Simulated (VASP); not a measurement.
Input:

```yaml
crystal:
  lattice:
    - [0.00000, 2.99447, 2.99447]
    - [2.99447, 0.00000, 2.99447]
    - [2.99447, 2.99447, 0.00000]
  atoms:
    - { symbol: K, position: [0.00000, 0.00000, 0.00000] }
    - { symbol: Cl, position: [0.50000, 0.50000, 0.50000] }
```

Level of theory: PBE GGA, VASP's PBE PAW potentials (set 64) (plane waves; VASP). Run with 500 eV cut-off, 8×8×8 Γ-centred mesh, Gaussian smearing of 0.050 eV, potentials K_sv Cl.

Problem. What does the run give for the energy per atom (σ→0), pressure, band gap (on the k-mesh) with the smallest direct gap where there is one?

Solution. 
```yaml
band gap (on the k-mesh): 5.75 eV
smallest direct gap (on the k-mesh): 5.75 eV
energy per atom (σ→0): -3.330 eV/atom
pressure: 4.99 GPa
```

Total energies compare only between runs with the same potentials, cut-off and functional.

The compound is KCl in the rock salt structure. It was relaxed first under an external pressure of 5 GPa.
